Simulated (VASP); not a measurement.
Level of theory: PBE GGA with spin-orbit coupling, VASP's PBE PAW potentials (set 64) (plane waves; VASP 6.6.1).

The input files of a VASP run:

### INCAR
```
! general
SYSTEM       =AuAl2
PREC         =Accurate
ENCUT        =300
LREAL        =.FALSE.
LASPH        =.TRUE.

! electronic loop
EDIFF        =1E-6
NELM         =100
ALGO         =Normal
LMAXMIX      =6

! smearing
ISMEAR       =0
SIGMA        =0.1

! functional
GGA          =PE
GGA_COMPAT   =.FALSE.

! spin
MAGMOM       =0.0 0.0 0.0 0.0 0.0 0.0 0.0 0.0 0.0
LSORBIT      =.TRUE.
LNONCOLLINEAR=.TRUE.

! ions
ISIF         =2

! output
LWAVE        =.FALSE.
LCHARG       =.FALSE.
LORBIT       =11
```

**POSCAR**
```
AuAl2
4.2426410
  0.0000000000   0.7071067290   0.7071067290
  0.7071067290   0.0000000000   0.7071067290
  0.7071067290   0.7071067290   0.0000000000
Al Au
2 1
Cartesian
  0.3458494367   0.3537124635   0.3556039740
  1.0588746491   1.0634079103   1.0586780734
  0.0094893723  -0.0029069158  -0.0000685894
```

**KPOINTS**
```
kpoints
0
gamma
8 8 8
0 0 0
```

POTCAR, in this order: Al Au (PBE.64 set). Program: vasp_ncl.

At this cut-off the stress carries a Pulay error, which pulls relaxed volumes low.

Task: Predict the energy per atom (σ→0), pressure, largest force, band gap (on the k-mesh).

Result: 
The energy per atom (σ→0) comes out as -4.126 eV/atom and the band gap (on the k-mesh) comes out as none (metal, semimetal or under 0.01 eV). The pressure comes out as 2.48 GPa and the largest force is 0.546 eV/Å.

File OSZICAR:
```
...
DAV:   8    -0.123857818067E+02    0.22792E-01   -0.15812E-02 30016   0.937E-01    0.155E+00
DAV:   9    -0.123786635258E+02    0.71183E-02   -0.49772E-03 26224   0.754E-01    0.283E-01
DAV:  10    -0.123786953681E+02   -0.31842E-04   -0.75650E-04 28448   0.315E-01    0.138E-01
DAV:  11    -0.123787560364E+02   -0.60668E-04   -0.14062E-04 25240   0.116E-01    0.245E-02
DAV:  12    -0.123787550193E+02    0.10171E-05   -0.30093E-06 31496   0.171E-02    0.106E-02
DAV:  13    -0.123787560238E+02   -0.10044E-05   -0.11422E-06 19760   0.892E-03    0.460E-03
DAV:  14    -0.123787566622E+02   -0.63843E-06   -0.10018E-06 21264   0.752E-03
   1 F= -.12378757E+02 E0= -.12377436E+02  d E =-.264067E-02  mag=    -0.0000    -0.0000    -0.0000
```

The structure is a typed AuAl2 crystal. The cell was not relaxed at this level, atoms are displaced from their ideal sites. The run is one of a series of settings (GGA_COMPAT = .FALSE., LNONCOLLINEAR = .TRUE., LSORBIT = .TRUE., MAGMOM = 0.0 0.0 0.0 0.0 0.0 0.0 0.0 0.0 0.0, program vasp_ncl against the base run), some of them coarse on purpose.
